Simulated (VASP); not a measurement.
Computed with TPSS meta-GGA, VASP's PBE PAW potentials (set 64) (plane waves; VASP).

The input files of a VASP run:

**POSCAR**
```
RuAl
1
    3.0495726906     0.0000000000     0.0000000000
    0.0000000000     3.0495726906     0.0000000000
    0.0000000000     0.0000000000     3.0495726906
Al Ru
1 1
Direct
  0.5000000000   0.5000000000   0.5000000000
  0.0000000000   0.0000000000   0.0000000000
```

INCAR:
```
# general
SYSTEM  = RuAl
PREC    = Accurate
ENCUT   = 520
LREAL   = F
LASPH   = T

# electronic loop
EDIFF   = 1E-7
NELM    = 100
ALGO    = Normal
LMAXMIX = 4
LMIXTAU = T

# smearing
ISMEAR  = 1
SIGMA   = 0.1

# functional
METAGGA = TPSS

# ions
ISIF    = 2

# output
LWAVE   = F
LCHARG  = F
```

**KPOINTS**
```
Automatic mesh
0
Gamma
12 12 12
0 0 0
```

POTCAR, in this order: Al Ru_pv (PBE.64 set). Program: vasp_std.

Q: Estimate the energy per atom (σ→0), pressure, band gap (on the k-mesh).

A: 
```yaml
energy per atom (σ→0): -13.507 eV/atom
band gap (on the k-mesh): none (metal, semimetal or under 0.01 eV)
pressure: -11.21 GPa
```

OSZICAR:
```
...
DAV:  13    -0.270147571145E+02   -0.67426E-03   -0.14383E-03  2380   0.416E-01    0.153E-01
DAV:  14    -0.270145346103E+02    0.22250E-03   -0.62707E-05  2160   0.999E-02    0.413E-02
DAV:  15    -0.270148371194E+02   -0.30251E-03   -0.13071E-04  2032   0.165E-01    0.322E-02
DAV:  16    -0.270148945116E+02   -0.57392E-04   -0.11534E-05  2056   0.490E-02    0.124E-02
DAV:  17    -0.270148944603E+02    0.51337E-07   -0.13658E-06  2372   0.157E-02    0.309E-03
DAV:  18    -0.270148948608E+02   -0.40057E-06   -0.21851E-07  1976   0.492E-03    0.176E-03
DAV:  19    -0.270148947683E+02    0.92577E-07   -0.86657E-08  1104   0.371E-03
   1 F= -.27014895E+02 E0= -.27014903E+02  d E =0.234992E-04
```

The compound is RuAl in the CsCl type structure. This cell is one point of a volume scan, at 1.06 of the reference volume. The electron count is odd and the run is not spin-polarised, which forces a metal.
